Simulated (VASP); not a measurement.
An input for Quantum ESPRESSO's pw.x (written as the equivalent of a VASP run, and not itself run):

```
&CONTROL
  calculation = 'vc-relax'
  pseudo_dir = './pseudo'
  outdir = './out'
  tprnfor = .true.
  tstress = .true.
  nstep = 60
  forc_conv_thr = 0.00078
/
&SYSTEM
  ibrav = 0
  nat = 5
  ntyp = 3
  ecutwfc = 92
  occupations = 'smearing'
  smearing = 'methfessel-paxton'
  degauss = 0.00735
  input_dft = 'pbesol'
/
&ELECTRONS
  conv_thr = 7.3e-08
  electron_maxstep = 100
/
&IONS
/
&CELL
/
ATOMIC_SPECIES
  Ba 137.327 Ba.upf
  Cu 63.546 Cu.upf
  As 74.922 As.upf
CELL_PARAMETERS angstrom
    -2.0898657    2.0898657    5.7116359
     2.0898657   -2.0898657    5.7116359
     2.0898657    2.0898657   -5.7116359
ATOMIC_POSITIONS crystal
  Ba   0.0000000  0.0000000  0.0000000
  Cu   0.2500000  0.7500000  0.5000000
  Cu   0.7500000  0.2500000  0.5000000
  As   0.6383640  0.6383640  0.0000000
  As   0.3616360  0.3616360  0.0000000
K_POINTS automatic
  9 9 9 0 0 0
```

Task: Translate this input to VASP (INCAR, KPOINTS, POSCAR, choice of POTCAR).

Result: This is not unique; one that fits is 
### KPOINTS
```
Automatic mesh
0
Gamma
9 9 9
0 0 0
```

**POSCAR**
```
Ba(CuAs)2
1
   -2.0898657097     2.0898657097     5.7116359232
    2.0898657097    -2.0898657097     5.7116359232
    2.0898657097     2.0898657097    -5.7116359232
Ba Cu As
1 2 2
Direct
  0.0000000000   0.0000000000   0.0000000000
  0.2500000000   0.7500000000   0.5000000000
  0.7500000000   0.2500000000   0.5000000000
  0.6383639849   0.6383639849   0.0000000000
  0.3616360151   0.3616360151   0.0000000000
```

**INCAR**
```
SYSTEM = Ba(CuAs)2
PREC = Accurate
ENCUT = 400
EDIFF = 1E-6
NELM = 100
ALGO = Normal
LREAL = .FALSE.
LASPH = .TRUE.
ISMEAR = 1
SIGMA = 0.1
GGA = PS
LMAXMIX = 4
LWAVE = .FALSE.
LCHARG = .FALSE.
IBRION = 2
ISIF = 3
NSW = 60
EDIFFG = -0.02
```

POTCAR, in this order: Ba_sv Cu As (PBE.64 set). Program: vasp_std.

What does not carry over: the potentials are each code's own (VASP's PAW set, PseudoDojo norm-conserving files in pw.x), so ENCUT and ecutwfc are chosen apart and not converted; conv_thr bounds pw.x's estimated SCF error, while EDIFF bounds the energy change between steps; forc_conv_thr acts on force components and is met together with etot_conv_thr.

The structure comes from a computed database's BaCu2As2 entry (I4/mmm); how it stands against other phases isn't given here. This run relaxes it. Symmetry was kept, so distortions that lower it aren't found. The start is the result of an earlier pass.
